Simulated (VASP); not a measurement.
# SnHgAs2 with PBE: from relaxation to properties, part 4 of 5

Wanted: the relaxed cell of SnHgAs2 and its properties. The cell is invented: it takes the structure of a Materials Project entry for CdSnAs2 (space group 166 there), with some of its atoms replaced by other elements, volume scaled by an estimate. It may not be a known or stable phase. Left out of this account: at least 7 further runs (self-consistent run: it repeats an earlier run and gave the same numbers).

VASP 6.6.1; PBE; plane waves and PAW (Hg, Sn_d, As); invented cell.

Still holding for the runs below: The k-mesh is coarse for a metal.

So far. Step 5 (Band structure (PBE)): There is no gap at this level. Step 6 (Total and projected DOS (PBE)): The finer mesh and the other smearing move the Fermi level by -0.04 eV from the 6×6×6 run, a small shift, which tests the Fermi level alone. Of the states within 0.3 eV of the Fermi level, the largest shares in the PAW spheres are As p 34 %. The rest lies in smaller channels or between the spheres.

### Step 7. Core levels (PBE)

Core levels shift with the potential at each site, so they tell like atoms on unlike sites apart.

INCAR

```
SYSTEM = SnHgAs2
PREC = Accurate
ENCUT = 400
EDIFF = 1E-06
NELM = 100
ISMEAR = 0
SIGMA = 0.05
LREAL = .FALSE.
ALGO = Normal
GGA = PE
NBANDS = 24
LORBIT = 11
LWAVE = .FALSE.
LCHARG = .FALSE.
KPAR = 2
ICORELEVEL = 1
```

POSCAR

```
SnHgAs2
1.0
    2.0086714649      1.1597073097      6.7965355561
   -2.0086714649      1.1597073097      6.7965355561
    0.0000000000     -2.3194146193      6.7965355561
Hg Sn As
1 1 2
Direct
    0.5000000000      0.5000000000      0.5000000000
    0.0000000000      0.0000000000      0.0000000000
    0.2514731690      0.2514731690      0.2514731690
    0.7485268310      0.7485268310      0.7485268310
```

KPOINTS

```
Automatic mesh
0
Gamma
6 6 6
0 0 0
```

PAW data sets: Hg, Sn_d and As (PBE family, release 64).

Started as:

```console
$ mpirun -np 2 vasp_std
```

What it wrote:

```text
[... set-up lines as in an earlier step ...]
 entering main loop
       N       E                     dE             d eps       ncg     rms          rms(c)
DAV:   1     0.264859169159E+03    0.26486E+03   -0.14518E+04  1544   0.143E+03
DAV:   2     0.938460273259E+01   -0.25547E+03   -0.24744E+03  1616   0.407E+02
DAV:   3    -0.128993071275E+02   -0.22284E+02   -0.21994E+02  1960   0.112E+02
DAV:   4    -0.134441965474E+02   -0.54489E+00   -0.54411E+00  1712   0.186E+01
DAV:   5    -0.134601406811E+02   -0.15944E-01   -0.15943E-01  2160   0.313E+00    0.529E+00
DAV:   6    -0.129935873953E+02    0.46655E+00   -0.12444E+00  1856   0.120E+01    0.506E+00
DAV:   7    -0.129962828237E+02   -0.26954E-02   -0.27375E-01  1736   0.306E+00    0.281E+00
DAV:   8    -0.129945471185E+02    0.17357E-02   -0.24422E-02  1872   0.148E+00    0.373E-01
[... 1 cycle as in an earlier step ...]
DAV:  10    -0.129938490115E+02   -0.10683E-03   -0.88197E-04  1640   0.193E-01    0.369E-02
DAV:  11    -0.129938444058E+02    0.46058E-05   -0.69085E-05  1856   0.807E-02    0.241E-02
DAV:  12    -0.129938498474E+02   -0.54416E-05   -0.18510E-05  1632   0.252E-02    0.122E-02
DAV:  13    -0.129938502738E+02   -0.42646E-06   -0.10108E-06  1176   0.797E-03
   1 F= -.12993850E+02 E0= -.12993199E+02  d E =-.130272E-02
```

Run time: 65 s. Hardware: 2 MPI ranks of Intel Xeon Platinum 8375C at 2.90GHz (Ice Lake), shared host; peak memory 0.68 GiB.

OUTCAR, selected parts (step 7):

```text
   NELECT =      36.0000    total number of electrons

 the core state eigenenergies are
   1-  1s -83138.0181  2s -14725.6153  2p -12693.0452  3s  -3488.3665  3p  -2901.4101
       3d  -2285.1298  4s   -760.7615  4p   -568.3999  4d   -340.5055  4f    -87.8555
       5s   -110.0448  5p    -58.3737
   2-  1s -28997.7853  2s  -4369.2632  2p  -3920.8846  3s   -835.5006  3p   -689.0482
       3d   -463.7598  4s   -124.4260  4p    -80.2054
   3-  1s -11707.6774  2s  -1476.1888  2p  -1293.0260  3s   -180.0500  3p   -123.4261
       3d    -30.4337
   4-  1s -11707.6774  2s  -1476.1888  2p  -1293.0260  3s   -180.0500  3p   -123.4261
       3d    -30.4337

 E-fermi :   4.9557

  Total        0.0371175      0.0371175     -0.0021228      0.0000000     -0.0000000      0.0000000
  in kB        0.6260264      0.6260267     -0.0358036      0.0000000     -0.0000000      0.0000000
  external PRESSURE =       0.4054165 kB  Pullay stress =       0.0000000 kB

 POSITION                                       TOTAL-FORCE (eV/Angst)
 -----------------------------------------------------------------------------------
      0.00000      0.00000     10.19480        -0.000000     -0.000000      0.000000
      0.00000      0.00000      0.00000         0.000000     -0.000000      0.000000
      0.00000      0.00000      5.12744         0.000000     -0.000000     -0.003206
      0.00000      0.00000     15.26217         0.000000      0.000000      0.003206
 -----------------------------------------------------------------------------------
    total drift:                                0.000000      0.000000     -0.000000

  FREE ENERGIE OF THE ION-ELECTRON SYSTEM (eV)
  ---------------------------------------------------
  free  energy   TOTEN  =       -12.9938502738 eV

  energy  without entropy=      -12.9925475531  energy(sigma->0) =      -12.99319891

[... 15 parts as in an earlier step ...]

[... 2 further parts left out ...]
```

These are scalar-relativistic Kohn-Sham levels of the ground state, with no core hole, so they are not binding energies.

This step gave:

```yaml
scf_cycles: 13
bands: 24
irreducible_k_points: 32
free_energy_toten: -12.99 eV
fermi_energy: 4.956 eV
pressure: 0.04054 GPa
```

Kohn-Sham core levels. Core levels, by row:

```
atom  shell  level below the Fermi level (eV)
 Hg1     1s                             83143
 Hg1     2s                             14731
 Hg1     2p                             12698
 Hg1     3s                              3493
 Hg1     3p                              2906
 Hg1     3d                              2290
 Hg1     4s                             765.7
 Hg1     4p                             573.4
 Hg1     4d                             345.5
 Hg1     4f                             92.81
 Hg1     5s                               115
 Hg1     5p                             63.33
 Sn2     1s                             29003
 Sn2     2s                              4374
 Sn2     2p                              3926
 Sn2     3s                             840.5
 Sn2     3p                               694
 Sn2     3d                             468.7
 Sn2     4s                             129.4
 Sn2     4p                             85.16
 As3     1s                             11713
 As3     2s                              1481
 As3     2p                              1298
 As3     3s                               185
 As3     3p                             128.4
 As3     3d                             35.39
 As4     1s                             11713
 As4     2s                              1481
 As4     2p                              1298
 As4     3s                               185
 As4     3p                             128.4
 As4     3d                             35.39
```

Atoms of one element give levels within 0.1 eV of each other.

### Step 8. Volume scan with PBE, volume scale 0.94

An equation of state needs energies on both sides of the minimum, all on one mesh and cutoff.

Changes to INCAR since step 7:

```diff
@@ -15,2 +15,2 @@
 KPAR = 2
-ICORELEVEL = 1
+ISIF = 2
```

POSCAR

```
SnHgAs2
1.0
    1.9676666640      1.1360331708      6.6577918181
   -1.9676666640      1.1360331708      6.6577918181
    0.0000000000     -2.2720663414      6.6577918181
Hg Sn As
1 1 2
Direct
    0.5000000000      0.5000000000      0.5000000000
    0.0000000000      0.0000000000      0.0000000000
    0.2514731690      0.2514731690      0.2514731690
    0.7485268310      0.7485268310      0.7485268310
```

KPOINTS is that of step 7.

Started as:

```console
$ mpirun -np 2 vasp_std
```

What it wrote:

```text
[... set-up lines as in an earlier step ...]
 entering main loop
       N       E                     dE             d eps       ncg     rms          rms(c)
DAV:   1     0.268014762951E+03    0.26801E+03   -0.14510E+04  1584   0.148E+03
DAV:   2     0.101952599939E+02   -0.25782E+03   -0.24951E+03  1608   0.416E+02
DAV:   3    -0.128663265511E+02   -0.23062E+02   -0.22669E+02  1936   0.114E+02
DAV:   4    -0.134274505538E+02   -0.56112E+00   -0.56064E+00  1688   0.188E+01
DAV:   5    -0.134426214842E+02   -0.15171E-01   -0.15170E-01  2120   0.311E+00    0.610E+00
DAV:   6    -0.129132814425E+02    0.52934E+00   -0.14117E+00  1856   0.133E+01    0.579E+00
DAV:   7    -0.129166755050E+02   -0.33941E-02   -0.32218E-01  1648   0.337E+00    0.323E+00
DAV:   8    -0.129137747655E+02    0.29007E-02   -0.27988E-02  1920   0.164E+00    0.394E-01
DAV:   9    -0.129128631071E+02    0.91166E-03   -0.37767E-03  1824   0.696E-01    0.902E-02
DAV:  10    -0.129129575074E+02   -0.94400E-04   -0.93989E-04  1680   0.208E-01    0.380E-02
DAV:  11    -0.129129508468E+02    0.66606E-05   -0.92366E-05  1840   0.979E-02    0.226E-02
DAV:  12    -0.129129565728E+02   -0.57260E-05   -0.18428E-05  1680   0.262E-02    0.114E-02
DAV:  13    -0.129129569625E+02   -0.38971E-06   -0.10237E-06  1096   0.852E-03
   1 F= -.12912957E+02 E0= -.12912393E+02  d E =-.112795E-02
```

It took 58 s on 2 MPI ranks; peak memory 0.69 GiB; 1.9 min of CPU time.

OUTCAR, selected parts (step 8):

```text
   ENCUT  =  400.0 eV  29.40 Ry    5.42 a.u.  11.47 11.47 11.47*2*pi/ulx,y,z

   NELECT =      36.0000    total number of electrons

 E-fermi :   5.6410

 k-point     1 :       0.0000    0.0000    0.0000
  band No.  band energies     occupation
    ...
     13      -1.0102      2.00000
     14       4.5868      2.00000
     15       4.8971      2.00000
     16       5.1371      2.00000
     17       5.1371      2.00000
     18       6.0849      0.00000
     19       6.0849      0.00000
     20       7.7459      0.00000
     21       8.6855      0.00000
     22       8.6855      0.00000
    ...

  Total        2.5810364      2.5810378      2.6157656      0.0000000      0.0000000      0.0000000
  in kB       46.3106326     46.3106565     46.9337655      0.0000000      0.0000000      0.0000000
  external PRESSURE =      46.5183515 kB  Pullay stress =       0.0000000 kB

 POSITION                                       TOTAL-FORCE (eV/Angst)
 -----------------------------------------------------------------------------------
      0.00000      0.00000      9.98669         0.000000      0.000000      0.000000
      0.00000      0.00000      0.00000        -0.000000      0.000000      0.000000
      0.00000      0.00000      5.02277        -0.000000     -0.000000     -0.099878
      0.00000      0.00000     14.95061        -0.000000      0.000000      0.099878
 -----------------------------------------------------------------------------------
    total drift:                                0.000000      0.000000     -0.000000

  FREE ENERGIE OF THE ION-ELECTRON SYSTEM (eV)
  ---------------------------------------------------
  free  energy   TOTEN  =       -12.9129569625 eV

  energy  without entropy=      -12.9118290129  energy(sigma->0) =      -12.91239299

[... 3 parts as in an earlier step ...]

[... 13 further parts left out ...]
```

The scan keeps the cell's shape and the fractional positions fixed.

Numbers from this step:

```yaml
free_energy_toten: -12.91 eV
energy_at_zero_smearing: -12.91 eV
fermi_energy: 5.641 eV
pressure: 4.652 GPa
```

Force by atom:

| atom | x (eV/Å) | y (eV/Å) | z (eV/Å) | size |
| --- | --- | --- | --- | --- |
| Hg1 | 0.0000 | 0.0000 | 0.0000 | 0.0000 |
| Sn2 | 0.0000 | 0.0000 | 0.0000 | 0.0000 |
| As3 | 0.0000 | 0.0000 | -0.0999 | 0.0999 |
| As4 | 0.0000 | 0.0000 | 0.0999 | 0.0999 |

The pressure here is 4.65 GPa.

### Step 9. Volume scan with PBE, volume scale 0.96

INCAR is that of step 8.

POSCAR

```
SnHgAs2
1.0
    1.9815239280      1.1440336679      6.7046792208
   -1.9815239280      1.1440336679      6.7046792208
    0.0000000000     -2.2880673358      6.7046792208
Hg Sn As
1 1 2
Direct
    0.5000000000      0.5000000000      0.5000000000
    0.0000000000      0.0000000000      0.0000000000
    0.2514731690      0.2514731690      0.2514731690
    0.7485268310      0.7485268310      0.7485268310
```

KPOINTS is that of step 8.

Started as:

```console
$ mpirun -np 2 vasp_std
```

What it wrote:

```text
[... set-up lines as in an earlier step ...]
 entering main loop
       N       E                     dE             d eps       ncg     rms          rms(c)
DAV:   1     0.265759858872E+03    0.26576E+03   -0.14527E+04  1584   0.145E+03
DAV:   2     0.104570007688E+02   -0.25530E+03   -0.24651E+03  1584   0.411E+02
DAV:   3    -0.128660882396E+02   -0.23323E+02   -0.22903E+02  1992   0.115E+02
DAV:   4    -0.134490092153E+02   -0.58292E+00   -0.58239E+00  1704   0.190E+01
DAV:   5    -0.134651130706E+02   -0.16104E-01   -0.16103E-01  2152   0.315E+00    0.581E+00
DAV:   6    -0.129584984913E+02    0.50661E+00   -0.13532E+00  1872   0.129E+01    0.553E+00
DAV:   7    -0.129617528515E+02   -0.32544E-02   -0.30568E-01  1728   0.326E+00    0.308E+00
DAV:   8    -0.129592809060E+02    0.24719E-02   -0.26658E-02  1848   0.159E+00    0.388E-01
DAV:   9    -0.129584040410E+02    0.87686E-03   -0.36972E-03  1864   0.681E-01    0.866E-02
DAV:  10    -0.129585027436E+02   -0.98703E-04   -0.91612E-04  1680   0.203E-01    0.375E-02
DAV:  11    -0.129584966841E+02    0.60594E-05   -0.82542E-05  1872   0.911E-02    0.232E-02
DAV:  12    -0.129585023749E+02   -0.56908E-05   -0.18404E-05  1624   0.254E-02    0.116E-02
DAV:  13    -0.129585027900E+02   -0.41510E-06   -0.96154E-07  1184   0.805E-03
   1 F= -.12958503E+02 E0= -.12957885E+02  d E =-.123474E-02
```

The job ended after 66 s (2 MPI ranks; peak memory 0.68 GiB; 2.1 min of CPU time).

Parts of OUTCAR (step 9):

```text
   ENCUT  =  400.0 eV  29.40 Ry    5.42 a.u.  11.55 11.55 11.55*2*pi/ulx,y,z

   NELECT =      36.0000    total number of electrons

 E-fermi :   5.4042

 k-point     1 :       0.0000    0.0000    0.0000
  band No.  band energies     occupation
    ...
     13      -1.1781      2.00000
     14       4.2141      2.00000
     15       4.6888      2.00000
     16       4.9232      2.00000
     17       4.9232      2.00000
     18       5.8376      0.00000
     19       5.8376      0.00000
     20       7.4928      0.00000
     21       8.4405      0.00000
     22       8.4405      0.00000
    ...

  Total        1.6628461      1.6628470      1.6706491      0.0000000      0.0000000      0.0000000
  in kB       29.2142846     29.2142997     29.3513752      0.0000000      0.0000000      0.0000000
  external PRESSURE =      29.2599865 kB  Pullay stress =       0.0000000 kB

 POSITION                                       TOTAL-FORCE (eV/Angst)
 -----------------------------------------------------------------------------------
      0.00000      0.00000     10.05702        -0.000000      0.000000     -0.000000
      0.00000      0.00000      0.00000         0.000000      0.000000     -0.000000
      0.00000      0.00000      5.05814         0.000000     -0.000000     -0.066490
      0.00000      0.00000     15.05590         0.000000      0.000000      0.066490
 -----------------------------------------------------------------------------------
    total drift:                                0.000000     -0.000000     -0.000000

  FREE ENERGIE OF THE ION-ELECTRON SYSTEM (eV)
  ---------------------------------------------------
  free  energy   TOTEN  =       -12.9585027900 eV

  energy  without entropy=      -12.9572680507  energy(sigma->0) =      -12.95788542

[... 3 parts as in an earlier step ...]

[... 13 further parts left out ...]
```

This step gave:

* free energy (TOTEN): -12.96 eV
* energy at zero smearing: -12.96 eV
* Fermi energy: 5.404 eV
* pressure: 2.926 GPa

Force by atom:

```
atom  x (eV/Å)  y (eV/Å)  z (eV/Å)    size
 Hg1    0.0000    0.0000    0.0000  0.0000
 Sn2    0.0000    0.0000    0.0000  0.0000
 As3    0.0000    0.0000   -0.0665  0.0665
 As4    0.0000    0.0000    0.0665  0.0665
```

The pressure falls from 4.65 to 2.93 GPa.

The run ends at a pressure of 2.93 GPa, with forces up to 0.066 eV/Å.

### Step 10. Volume scan with PBE, volume scale 0.98

INCAR is that of step 9.

POSCAR

```
SnHgAs2
1.0
    1.9951900422      1.1519238046      6.7509198491
   -1.9951900422      1.1519238046      6.7509198491
    0.0000000000     -2.3038476092      6.7509198491
Hg Sn As
1 1 2
Direct
    0.5000000000      0.5000000000      0.5000000000
    0.0000000000      0.0000000000      0.0000000000
    0.2514731690      0.2514731690      0.2514731690
    0.7485268310      0.7485268310      0.7485268310
```

KPOINTS is that of step 9.

Started as:

```console
$ mpirun -np 2 vasp_std
```

What it wrote:

```text
[... set-up lines as in an earlier step ...]
 entering main loop
       N       E                     dE             d eps       ncg     rms          rms(c)
DAV:   1     0.259695354795E+03    0.25970E+03   -0.14440E+04  1600   0.144E+03
DAV:   2     0.889539475751E+01   -0.25080E+03   -0.24311E+03  1632   0.403E+02
DAV:   3    -0.129075515612E+02   -0.21803E+02   -0.21477E+02  1936   0.111E+02
DAV:   4    -0.134552904353E+02   -0.54774E+00   -0.54726E+00  1696   0.187E+01
[...]
DAV:  11    -0.129846876320E+02    0.56077E-05   -0.75075E-05  1848   0.855E-02    0.240E-02
DAV:  12    -0.129846932489E+02   -0.56169E-05   -0.19073E-05  1640   0.256E-02    0.120E-02
DAV:  13    -0.129846936773E+02   -0.42848E-06   -0.10058E-06  1120   0.794E-03
   1 F= -.12984694E+02 E0= -.12984044E+02  d E =-.130029E-02
```

Elapsed: 79 s, on 2 MPI ranks; peak memory 0.67 GiB; 2.5 min of CPU time.

From OUTCAR (step 10):

```text
  Total        0.8170074      0.8170079      0.7999496      0.0000000     -0.0000000      0.0000000
  in kB       14.0609405     14.0609478     13.7673706      0.0000000     -0.0000000      0.0000000
  external PRESSURE =      13.9630863 kB  Pullay stress =       0.0000000 kB

 POSITION                                       TOTAL-FORCE (eV/Angst)
 -----------------------------------------------------------------------------------
      0.00000      0.00000     10.12638         0.000000      0.000000     -0.000000
      0.00000      0.00000      0.00000         0.000000      0.000000     -0.000000
      0.00000      0.00000      5.09303         0.000000      0.000000     -0.034146
      0.00000      0.00000     15.15973         0.000000      0.000000      0.034146
 -----------------------------------------------------------------------------------
    total drift:                                0.000000     -0.000000     -0.000000

  FREE ENERGIE OF THE ION-ELECTRON SYSTEM (eV)
  ---------------------------------------------------
  free  energy   TOTEN  =       -12.9846936773 eV

  energy  without entropy=      -12.9833933853  energy(sigma->0) =      -12.98404353

[... 1 part as in an earlier step ...]

[... 2 further parts left out ...]
[key lines of the parts left out:]
E-fermi :   5.1757
```

The pressure falls from 2.93 to 1.40 GPa.

The run ends at a pressure of 1.40 GPa, with forces up to 0.034 eV/Å.

### Step 11. Volume scan with PBE, volume scale 1

INCAR is that of step 10.

POSCAR

```
SnHgAs2
1.0
    2.0086714649      1.1597073097      6.7965355561
   -2.0086714649      1.1597073097      6.7965355561
    0.0000000000     -2.3194146193      6.7965355561
Hg Sn As
1 1 2
Direct
    0.5000000000      0.5000000000      0.5000000000
    0.0000000000      0.0000000000      0.0000000000
    0.2514731690      0.2514731690      0.2514731690
    0.7485268310      0.7485268310      0.7485268310
```

KPOINTS is that of step 10.

Started as:

```console
$ mpirun -np 2 vasp_std
```

What it wrote:

```text
[... set-up lines as in an earlier step ...]
 entering main loop
       N       E                     dE             d eps       ncg     rms          rms(c)
[... 13 cycles as in an earlier step ...]
   1 F= -.12993850E+02 E0= -.12993199E+02  d E =-.130272E-02
```

It took 67 s on 2 MPI ranks; peak memory 0.68 GiB.

Parts of OUTCAR (step 11):

```text
[... 6 parts as in an earlier step ...]

[... 1 further part left out ...]
[key lines of the parts left out:]
E-fermi :   4.9557
```

The pressure falls from 1.40 to 0.04 GPa.

The run ends at a pressure of 0.04 GPa, with forces up to 0.0032 eV/Å.

(Part 4 of 5 ends here.)

[Lines on the potential files, build, host, timing and source positions are cut from VASP's logs without a mark.]

[Logs are printed without paths, hosts, clocks, repeated set-up lines and the standing remarks that a program may print on its own settings, such as how far it seeks lower states.]

[Hosts, paths, dates, database ids (printed as entryN), source tags and the programs' standing remarks are cut or masked in the printed files.]

[A measured line is paired with the nearest computed mode of its activity, which favours agreement.]

[In band tables of VASP the shares of atoms and orbitals are scaled to a sum of 1 inside the atoms' spheres.]
